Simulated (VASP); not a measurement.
Level of theory: PBE GGA, VASP's PBE PAW potentials (set 64) (plane waves; VASP).

VASP input:

KPOINTS:
```
Automatic mesh
0
Gamma
7 7 4
0 0 0
```

POSCAR:
```
SnSe2
1
    1.9363174546    -3.3538004329     0.0000000000
    1.9363174546     3.3538004329     0.0000000000
    0.0000000000     0.0000000000     6.8955207707
Sn Se
1 2
Direct
  0.0000000000   0.0000000000   0.0000000000
  0.3333330000   0.6666670000   0.2313193975
  0.6666670000   0.3333330000   0.7686806025
```

**INCAR**
```
! general
SYSTEM   =  SnSe2
PREC     =  Accurate
ENCUT    =  500
LREAL    =  .FALSE.
LASPH    =  .TRUE.

! electronic loop
EDIFF    =  1E-6
NELM     =  100
ALGO     =  Normal
LMAXMIX  =  4

! smearing
ISMEAR   =  0
SIGMA    =  0.05

! functional
GGA      =  PE

! ions
IBRION   =  2
NSW      =  40
ISIF     =  3
EDIFFG   =  -0.02
PSTRESS  =  50

! output
LWAVE    =  .FALSE.
LCHARG   =  .FALSE.
```

POTCAR, in this order: Sn_d Se (PBE.64 set). Program: vasp_std.

### Question
What will the output report for the number of irreducible k-points (NKPTS), largest plane-wave count, number of space-group operations, FFT grid (NGX, NGY, NGZ)?

### Answer

```
Property                                       Value
--------------------------------------  ------------
number of irreducible k-points (NKPTS)            28
largest plane-wave count                        2294
number of space-group operations                  12
FFT grid (NGX, NGY, NGZ)                28 × 28 × 50
```

The compound is SnSe2 in the 1T layered structure. This run relaxes it under an external pressure of 5 GPa. Symmetry was kept, so distortions that lower it aren't found.
